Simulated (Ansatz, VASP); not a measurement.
ScTaN in VASP and in Ansatz

```
CELL_PARAMETERS angstrom
3.08507 0.00000 0.00000
-1.54253 2.67175 0.00000
0.00000 0.00000 10.34014
ATOMIC_POSITIONS crystal
Ta 0.32860 0.65725 0.24890
Ta 0.66965 0.33669 0.74720
Sc 0.02118 0.99445 0.99675
Sc 0.00434 0.98179 0.49880
N 0.34592 0.68021 0.63276
N 0.65755 0.31258 0.37255
```

Change from the starting cell: atoms moved at random, drawn with an rms of 0.05 Å.

Alike in both runs: task single point; functional PBEsol; k mesh 10 × 10 × 3; occupations fermi-dirac, width 0.05 eV; no spin polarisation.

|  | VASP | Ansatz |
| --- | --- | --- |
| version | VASP 6.6.1 | Ansatz 0.2.0 |
| potentials or method | VASP PAW PBE potentials, release 64 (Ta_pv, Sc_sv, N) | Ansatz PAW |
| plane-wave cutoff (eV) | 520 | 420 |
| valence electrons in the cell | 54 | 58 |

```csv
,VASP,Ansatz,Ansatz less VASP
gap on the k mesh at the Fermi level (eV),none,none,-
pressure (GPa),-3.8,-4.3,-0.49
largest component of the traceless stress (GPa),0.38,0.37,-0.008
rms of the force components (eV/Å),0.413,0.405,-0.0084
```

Atom by atom the forces differ by 0.016 eV/Å (rms over components). A gap of «none» marks a metal or a gap that the smearing closes. The functional is the same, so the differences come from potentials, cutoffs and numerics. The two sets of potentials don't hold the same shells in valence.

Caveats: the PAW data sets were made with another functional, which shifts forces and pressure a little (VASP); the PAW data sets come from PBE, with cores solved anew for the run's functional, which leaves a small shift of forces and pressure (Ansatz). The runs have no spin-orbit coupling, so splittings on Ta are missing.
